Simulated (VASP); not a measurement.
A run of VASP 6.6.1:

File INCAR:

```
SYSTEM = GaI3
  PREC = Accurate
  ENCUT = 520
  EDIFF = 1E-7
  ISMEAR = 0
  SIGMA = 0.01
  LREAL = .FALSE.
  LASPH = .TRUE.
  NELM = 60
  ALGO = Normal
  ISIF = 2
  LWAVE = .FALSE.
  LCHARG = .FALSE.
  GGA = RE
  IVDW = 12
  NBANDS = 25
```

File KPOINTS:

```
Automatic mesh
0
G
  1 1 1
  0 0 0
```

POSCAR

```
GaI3
1.0
   12.0000000000      0.0000000000      0.0000000000
    0.0000000000     14.0000000000      0.0000000000
    0.0000000000      0.0000000000     12.0000000000
I Ga
3 1
Cartesian
    7.4986500000      6.7129500200      7.5051999600
    4.5273500400      4.9509500600      4.9857999600
    5.5069500000      9.0910499400      4.5627999600
    5.8443500400      6.9182499400      5.6846000400
```

Potentials or basis: VASP PAW PBE potentials, release 64 (I, Ga_d).

Launch:

```bash
$ cat potpaw_PBE.64/I/POTCAR potpaw_PBE.64/Ga_d/POTCAR > POTCAR
$ mpirun -np 1 vasp_gam > vasp.out
```

Hardware: 1 thread of AMD EPYC 9R45 96-Core Processor (Zen 5), on a shared host.

Problem. Estimate the wall time of this run.

Solution. Run time: 110 s on 1 thread of AMD EPYC 9R45 96-Core Processor (Zen 5), on a shared host, peak memory 1.3 GiB. Counts: scf iterations 25, k points 1.
